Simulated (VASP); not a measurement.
Given:

```yaml
crystal:
  lattice:
    - [0.00000, 1.74928, 1.74928]
    - [1.74928, 0.00000, 1.74928]
    - [1.74928, 1.74928, 0.00000]
  atoms:
    - { symbol: C, position: [0.00000, 0.00000, 0.00000] }
    - { symbol: C, position: [0.25000, 0.25000, 0.25000] }
```

All values below come from optB86b-vdW, VASP's PBE PAW potentials (set 64) (plane waves; VASP). Run with 520 eV cut-off, 13×13×13 Γ-centred mesh, Gaussian smearing of 0.050 eV, potentials C.

Task: Predict the energy per atom (σ→0), pressure.

Result: 
The energy per atom (σ→0) is -8.069 eV/atom. The pressure is 30.21 GPa.

Total energies compare only between runs with the same potentials, cut-off and functional.

The compound is C in the diamond structure. This cell is one point of a volume scan, at 0.94 of the reference volume.
